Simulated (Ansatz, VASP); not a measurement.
# ZnS (Wurtzite-2H): VASP beside Ansatz, part 3 of 3

One calculation is typed for both programs; each brings its own data sets. How far apart do they land? The cell is taken from a series of runs on this material, whose earlier steps may have relaxed, scaled, displaced or heated it; both programs get it as it stands.

VASP 6.6.1 and Ansatz 0.2.0.

So far: Set-up; VASP: zone-centre phonons, LDA.

## Step 3: Ansatz: zone-centre phonons, LDA

Level of this step: Ansatz beside VASP: Kohn-Sham DFT, plane waves, LDA (Ansatz).

Ansatz runs on its PAW soft_1 files.

The same cell, functional (in two slightly different forms) and mesh now go to Ansatz, which takes its cutoff from its data sets.

Input file input.yaml:

```yaml
crystal:
  lattice:
    - [3.6583234102, 0.0, 0.0]
    - [-1.8291617051, 3.1682010085, 0.0]
    - [0.0, 0.0, 6.0290444753]
  atoms:
    - { symbol: S, position: [0.3333333333, 0.6666666667, 0.3789099544] }
    - { symbol: S, position: [0.6666666667, 0.3333333333, 0.8789099544] }
    - { symbol: Zn, position: [0.3333333333, 0.6666666667, 0.0060900456] }
    - { symbol: Zn, position: [0.6666666667, 0.3333333333, 0.5060900456] }
kpoints:
  mp_grid: { grid: [12, 12, 8] }
hamiltonian:
  xc: lda
  pseudopotentials: { kind: paw, azcp: { folder: soft_1 }, xc_functional: pbe }
scf:
  occupations: { method: fixed }
output:
  eigenvalues: true
phonons:
  method: dfpt
  dielectric: true
  rigid_motions: translations
```

On the command line:

```console
$ ansatz run input.yaml --threads 8 --pin off --max-ram 16384MiB --backend cpu --events-out ev --progress --plain --runs-dir out
```

Numbers of over 12 decimals in the logs are rounded to 6 here.

Output:

```text
Engine: ansatz 0.2.0, aarch64-unknown-linux-gnu
Pseudopotentials: kind: paw
Pseudopotential: S, paw, valence charge 6, recommended cutoff 420 eV (normal), soft_1/S.paw.azcp
Pseudopotential: Zn, paw, valence charge 12, recommended cutoff 420 eV (normal), soft_1/Zn.paw.azcp
Functional definition: SPW92
  exchange = slater_x
  correlation = pw_c
Crystal: 4 atoms, lattice volume = 69.878 Å³
Basis set: ecut = 420 eV, 1353 PW (Γ), exchange–correlation on 50×50×96 points (8 copies of the dense FFT grid, shifted against one another)
Bands: 22, of which v1, the nominal top of the filled ones, is band 18 counted from 1 (17 counted from 0)
Symmetry: 12 space group operations
k-points: 320 of 1152 (irreducible under 2 space group operations, time reversal used)
Non-local potential: S, projectors of the file, l = 0: 2, l = 1: 2, l = 2: 1
Non-local potential: Zn, projectors of the file, l = 0: 2, l = 1: 2, l = 2: 3, l = 3: 1
PAW form: soft (Blöchl's): semilocal exchange-correlation on the pseudo side does not see the compensation charge
PAW frozen core: S, regenerated for the run's functional, and the local potential with it (the file was generated under x = pbe(κ = 0.804, μ = 0.219515), c = pbe(β = 0.066725))
PAW frozen core: Zn, regenerated for the run's functional, and the local potential with it (the file was generated under x = pbe(κ = 0.804, μ = 0.219515), c = pbe(β = 0.066725))
PAW one-centre angular grid: S, 110 points (default); XC on 64 Gauss nodes
PAW one-centre angular grid: Zn, 590 points (default); XC on 64 Gauss nodes
Initial density: superposition of atomic densities (chi_scale 0.1, normalization cell, long waves kept (reshape's long-wave potential 0.00 eV rms))
Initial wavefunctions: pseudopotential atomic-orbital guess
Functional: x = slater, c = lda
SCF iter   1: F=—  HF=-8235.010925 eV  |F-HF|=—  |Δ(HF+E_count)|=         —  Δρ=3.85e-2  dr2=6.92e-1  ethr=3.10e-3  ⟨swp⟩=5.0  Hψ=34677  notcnv=0  defer=594
preconditioner: auto → Resta (q_TF=auto, 2.443 Å⁻¹)  ε∞=6.4  [insulator: Δε(μ)=2.741 eV  Ē_g=11.472 eV  n_scr=22 (ndim 8)  ℏωp=26.7 eV  f_vac=0.000  ε∞_Penn≈6.4]
SCF iter   2: F=—  HF=-8234.846773 eV  |F-HF|=—  |Δ(HF+E_count)|=   1.64e-1  Δρ=1.71e-2  dr2=1.68e-1  ethr=1.92e-3  ⟨swp⟩=3.0  Hψ=15263  notcnv=0  defer=634
SCF iter   3: F=—  HF=-8234.813983 eV  |F-HF|=—  |Δ(HF+E_count)|=   3.28e-2  Δρ=1.12e-2  dr2=5.66e-2  ethr=4.67e-4  ⟨swp⟩=2.1  Hψ=12826  notcnv=0  defer=631
SCF iter   4: F=—  HF=-8234.792122 eV  |F-HF|=—  |Δ(HF+E_count)|=   2.19e-2  Δρ=3.07e-3  dr2=4.31e-3  ethr=1.57e-4  ⟨swp⟩=2.0  Hψ=15363  notcnv=0  defer=637
SCF iter   5: F=—  HF=-8234.792266 eV  |F-HF|=—  |Δ(HF+E_count)|=   1.44e-4  Δρ=5.87e-4  dr2=2.21e-4  ethr=1.20e-5  ⟨swp⟩=2.0  Hψ=12436  notcnv=0  defer=637
SCF iter   6: F=—  HF=-8234.792337 eV  |F-HF|=—  |Δ(HF+E_count)|=   7.13e-5  Δρ=2.35e-4  dr2=2.97e-5  ethr=6.13e-7  ⟨swp⟩=2.9  Hψ=12247  notcnv=0  defer=637
SCF iter   7: F=—  HF=-8234.792344 eV  |F-HF|=—  |Δ(HF+E_count)|=   6.14e-6  Δρ=5.82e-5  dr2=1.14e-6  ethr=8.24e-8  ⟨swp⟩=2.8  Hψ=13489  notcnv=0  defer=7
SCF iter   8: F=—  HF=-8234.792344 eV  |F-HF|=—  |Δ(HF+E_count)|=   3.57e-7  Δρ=1.66e-5  dr2=1.14e-7  ethr=3.15e-9  ⟨swp⟩=2.3  Hψ=12296  notcnv=0  defer=4
SCF iter   9: F=—  HF=-8234.792344 eV  |F-HF|=—  |Δ(HF+E_count)|=   2.33e-8  Δρ=1.78e-6  dr2=2.50e-9  ethr=3.17e-10  ⟨swp⟩=2.1  Hψ=12271  notcnv=0  defer=4
SCF iter  10: F=-8234.792344 eV  HF=-8234.792344 eV  |F-HF|=3.64e-12  |Δ(HF+E_count)|=  1.58e-10  Δρ=2.45e-7  dr2=4.79e-11  ethr=1.00e-12  ⟨swp⟩=8.6  Hψ=60021  notcnv=0
SCF 1 converged in 10 iterations: F = -8234.792344 eV  dr2 = 4.79e-11
  greatest PAW one-centre occupation: 0.983 electrons in one spin orbital (limit 2), on the Zn atom at site 3 (counted from 0), in its partial waves of l = 2
DFPT response loops at Γ: preconditioner auto → Resta (q_TF=auto, 2.443 Å⁻¹)  ε∞=4.9 (no band partly filled); β = 1.00, the filter's whole step (`scf.mixing.beta` (0.50) is not read by the response loops at its default; to damp them type it under 1.00, their step now; it binds the ground state too); Broyden in place of MSR1
── the response to a field inside a basis, on 12×12×8 k-points: an SCF that follows is theirs, and a resumed run solves both again ──
Bands: 19, of which v1, the nominal top of the filled ones, is band 18 counted from 1 (17 counted from 0)
k-points: 168 of 1152 (irreducible under 4 space group operations, time reversal used)
Initial density: handed on by an earlier stage of this run
Initial wavefunctions: pseudopotential atomic-orbital guess (no wavefunctions were taken with the density)
Eigensolver: Dense (168 Hₖ)
SCF iter   1: F=—  HF=-8234.789477 eV  |F-HF|=—  |Δ(HF+E_count)|=         —  Δρ=1.61e-4  dr2=2.79e-6  ethr=1.00e-1
preconditioner: auto → Resta (q_TF=auto, 2.443 Å⁻¹)  ε∞=8.1  [insulator: Δε(μ)=2.707 eV  Ē_g=10.015 eV  n_scr=22 (ndim 8)  ℏωp=26.7 eV  f_vac=0.019  ε∞_Penn≈8.1]
SCF iter   2: F=—  HF=-8234.789478 eV  |F-HF|=—  |Δ(HF+E_count)|=   1.05e-6  Δρ=1.29e-4  dr2=4.11e-6  ethr=7.76e-9
SCF iter   3: F=—  HF=-8234.789478 eV  |F-HF|=—  |Δ(HF+E_count)|=   1.23e-7  Δρ=3.16e-5  dr2=1.12e-7  ethr=7.76e-9
SCF iter   4: F=-8234.789478 eV  HF=-8234.789478 eV  |F-HF|=1.90e-8  |Δ(HF+E_count)|=   2.53e-7  Δρ=6.31e-6  dr2=6.38e-9  ethr=3.11e-10
SCF 1 converged in 4 iterations: F = -8234.789478 eV  dr2 = 6.38e-9
  greatest PAW one-centre occupation: 0.983 electrons in one spin orbital (limit 2), on the Zn atom at site 2 (counted from 0), in its partial waves of l = 2
DFPT response loops at Γ: preconditioner auto → Resta (q_TF=auto, 2.443 Å⁻¹)  ε∞=4.7 (no band partly filled); β = 1.00, the filter's whole step (`scf.mixing.beta` (0.50) is not read by the response loops at its default; to damp them type it under 1.00, their step now; it binds the ground state too); Broyden in place of MSR1
SCF converged after 10 iterations
Free energy (F): -8234.792344 eV
Harris-Foulkes:  -8234.792344 eV  (|F-HF|=3.64e-12)
Internal energy: -8234.792344 eV  (E = F + TS)
E sigma→0 (E₀):  -8234.792344 eV
Fermi energy:    7.210237 eV
--- Per-component energies (eV) ---
  E_band       = 39.516911
  E_kinetic    = 516.348302
  E_local      = -4391.385126  (includes V_loc(G=0)·N_el)
  E_nonlocal   = 1714.513893
  E_hartree    = 1669.258532
  E_xc         = -335.711235
  E_vxc        = -274.022434  (∫ρ·V_xc dr)
  E_paw        = -4803.722697  (= ΣΔE_a)
  E_vpaw       = -864.454298  (= ΣTr[D̂ρ^β])
  E_aug_tail   = -0.000513  (compensation charges beyond the density's cutoff)
  E_ewald      = -2607.514181
  E_core_change = 3.420682  (= ΣΔE_core)
  E_smearing   = -0.000000  (= −TS)
  E_closure    = 0.000000  (closes the sum)
  Σ components = -8234.792344   (vs F -8234.792344, Δ=0.00e0)
--- Band table (eV; the first three rows and the last of 320) ---
  k-point 0: bands = [... 14 lower, 6.1213, 7.0760, 7.2102, 7.2102, 9.6754, 10.3271, 13.2419, 13.2419]
  k-point 1: bands = [... 14 lower, 6.1587, 6.6864, 7.1638, 7.1638, 10.0104, 10.3675, 13.2650, 13.2650]
  k-point 2: bands = [... 14 lower, 6.2666, 6.2666, 7.0342, 7.0342, 10.4866, 10.6066, 13.1986, 13.3449]
  k-point 319: bands = [... 14 lower, 4.1112, 4.1112, 5.3917, 5.3917, 11.5572, 11.5572, 13.4635, 13.4635]
--- Phonons (Γ-DFPT): 4 representative perturbations + reference, on 320 of 1152 k-points (Σ response iterations 13) ---
  k mesh reduced under 2 symmetry operations, with k and −k counted as one. Each operation leaves every solved perturbation unchanged. A smaller set is not considered because the run solves the response to a homogeneous field
  ASR residual: 1.691e-4 → 0.000e0 eV/Å²; symmetrization residual: 6.922e-6 eV/Å²
  ASR residual per site (eV/Å²): 1.69e-4 1.69e-4 2.10e-5 2.10e-5
  Γ frequencies (cm⁻¹): 0.00 0.00 0.00 62.49 62.49 211.77 323.77 324.58 324.58 332.94 332.94 381.72
  ε∞ (high-frequency dielectric tensor):
        6.071111     0.000000     0.000000
       -0.000000     6.071111     0.000000
        0.000000     0.000000     6.225612
  ε⁰ (static dielectric tensor: ions relaxed, cell fixed):
        7.951559     0.000000    -0.000000
        0.000000     7.951559     0.000000
       -0.000000     0.000000     8.358698
  ε⁰ − ε∞ (ionic part):
        1.880448     0.000000    -0.000000
        0.000000     1.880448     0.000000
       -0.000000     0.000000     2.133086
  softest optical mode at Γ: 62.49 cm⁻¹; the repairs (sum rule, projections) moved no ω² at Γ by more than (1.46 cm⁻¹)²
  Born effective charges Z* (e; rows j = field, columns β = displacement):
    site 0:
        -1.73954   -0.00000    0.00000
         0.00000   -1.73954    0.00000
        -0.00000    0.00000   -1.84806
    site 1:
        -1.73954   -0.00000    0.00000
        -0.00000   -1.73954   -0.00000
         0.00000    0.00000   -1.84806
    site 2:
         1.73954    0.00000    0.00000
        -0.00000    1.73954    0.00000
         0.00000    0.00000    1.84806
    site 3:
         1.73954   -0.00000   -0.00000
         0.00000    1.73954   -0.00000
         0.00000   -0.00000    1.84806
  Z* charge neutrality: 5.604e-4 e pre-enforcement
  solved inside a basis spanned on kpoints, on 12×12×8 k-points, its susceptibility summed on 16×16×8: ε∞ is read to err by 1.8e-2, Z* by 1.3e-2 e (field_mesh: kpoints solves on kpoints); Z* is corrected for what the basis lacks
  optical modes at Γ without the LO–TO term, one row a degenerate level:
      ω (cm⁻¹)  modes    IR ((D/Å)²/amu)
         62.49      2             0.0000
        211.77      1             0.0000
        323.77      1             7.3258
[...]
optical modes at Γ + LO–TO along q̂ = [1.0000, 0.0000, 0.0000]:
      ω (cm⁻¹)  modes    IR ((D/Å)²/amu)
[...]
optical modes at Γ + LO–TO along q̂ = [0.0000, 1.0000, 0.0000]:
      ω (cm⁻¹)  modes    IR ((D/Å)²/amu)
[...]
371.46      1             6.4907
        381.72      1             0.0000
  optical modes at Γ + LO–TO along q̂ = [0.0000, 0.0000, 1.0000]:
      ω (cm⁻¹)  modes    IR ((D/Å)²/amu)
         62.49      2             0.0000
        211.77      1             0.0000
        324.58      2            12.9814
        332.94      2             0.0000
        375.15      1             7.3258
        381.72      1             0.0000
```

## Step 4: Side by side

Known differences besides the potentials themselves: the two LDA forms differ slightly; fixed occupations in Ansatz, narrow Gaussian smearing in VASP; VASP's response is taken on the typed mesh, Ansatz refines its own for the field response alone; the cutoff is 420 eV in Ansatz and 500 eV in VASP; VASP's log shows a relativistic correction to its local exchange, Ansatz's none. Total energies have different zeros and are not compared.

Both answers:

```csv
quantity,Ansatz,VASP,difference
ε∞ xx,6.07,6.02,+0.81 %
ε∞ yy,6.07,6.02,+0.81 %
ε∞ zz,6.23,6.17,+0.89 %
Born charge of S1 (mean of the diagonal) (e),-1.78,-1.79,+0.01
Born charge of Zn3 (mean of the diagonal) (e),1.78,1.79,-0.01
optical mode 1 to 2 (cm⁻¹),62.5,64.4,-2.98 %
optical mode 3 (cm⁻¹),211.8,211.2,+0.25 %
optical mode 4 (cm⁻¹),323.8,325.4,-0.49 %
optical mode 5 to 6 (cm⁻¹),324.6,326.7,-0.65 %
optical mode 7 to 8 (cm⁻¹),332.9,334.9,-0.59 %
optical mode 9 (cm⁻¹),381.7,383.3,-0.40 %
```

Modes are paired by rising frequency, not by their patterns, so a pair may set unlike modes beside each other; they are those without the splitting of longitudinal modes.

## Step 5: Results

* r.m.s. difference of the optical zone-centre modes, each program's sorted by frequency (zone-centre phonons, LDA): 1.8 cm⁻¹
* difference in optical mode 1 to 2 (zone-centre phonons, LDA): -3.0 %

What this shows: The r.m.s. difference of the optical zone-centre modes, each program's sorted by frequency is 1.8 cm⁻¹ (zone-centre phonons, LDA). Among the rows given in per cent, the largest difference of the zone-centre phonons, LDA pair is in optical mode 1 to 2, -3.0 %. Such differences can come from data sets, numerical settings and the points named under the comparisons, not from the functional's error against experiment.

[Lines on the potential files, build, host, timing and source positions are cut from VASP's logs without a mark.]

[Logs are printed without paths, hosts, clocks, repeated set-up lines and the standing remarks that a program may print on its own settings, such as how far it seeks lower states.]

[Hosts, paths, dates, database ids (printed as entryN), source tags and the programs' standing remarks are cut or masked in the printed files.]
